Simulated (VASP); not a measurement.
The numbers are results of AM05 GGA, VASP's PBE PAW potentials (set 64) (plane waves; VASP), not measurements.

A VASP calculation is set up with these files.

**POSCAR**
```
CoSi2
2.6249030
  0.0000000000   0.9999998116   0.9999998116
  0.9999998116   0.0000000000   0.9999998116
  0.9999998116   0.9999998116   0.0000000000
Co Si
1 2
direct
  0.0000000000   0.0000000000   0.0000000000
  0.2500000000   0.2500000000   0.2500000000
  0.7500000000   0.7500000000   0.7500000000
```

**KPOINTS**
```
Automatic mesh
0
Gamma
10 10 10
0 0 0
```

INCAR:
```
SYSTEM = CoSi2
PREC = Accurate
ENCUT = 520
EDIFF = 1E-7
NELM = 100
ALGO = Normal
LREAL = .FALSE.
LASPH = .TRUE.
ISMEAR = 1
SIGMA = 0.1
GGA = AM
LMAXMIX = 4
LWAVE = .FALSE.
LCHARG = .FALSE.
ISIF = 2
```

POTCAR, in this order: Co Si (PBE.64 set). Program: vasp_std.

Problem. Estimate the energy per atom (σ→0), pressure, band gap (on the k-mesh).

Solution. 
```yaml
energy per atom (σ→0): -6.839 eV/atom
band gap (on the k-mesh): none (metal, semimetal or under 0.01 eV)
pressure: 6.44 GPa
```

File OSZICAR:
```
...
DAV:   9    -0.205174632319E+02    0.31842E-01   -0.10727E-01  1416   0.705E+00    0.452E-01
DAV:  10    -0.205177177776E+02   -0.25455E-03   -0.80346E-03  1580   0.136E+00    0.146E-01
DAV:  11    -0.205174548378E+02    0.26294E-03   -0.10757E-03  1464   0.715E-01    0.408E-02
DAV:  12    -0.205174878450E+02   -0.33007E-04   -0.83073E-05  1212   0.840E-02    0.208E-02
DAV:  13    -0.205174881327E+02   -0.28771E-06   -0.44532E-06  1680   0.297E-02    0.547E-03
DAV:  14    -0.205174883671E+02   -0.23441E-06   -0.57914E-07  1244   0.737E-03    0.315E-03
DAV:  15    -0.205174883926E+02   -0.25540E-07   -0.11993E-07   872   0.746E-03
   1 F= -.20517488E+02 E0= -.20517874E+02  d E =0.115595E-02
```

The compound is CoSi2 in the fluorite structure. This cell is one point of a volume scan, at 0.97 of the reference volume. The run is not spin-polarised, so no magnetic state was tried. The electron count is odd and the run is not spin-polarised, which forces a metal.
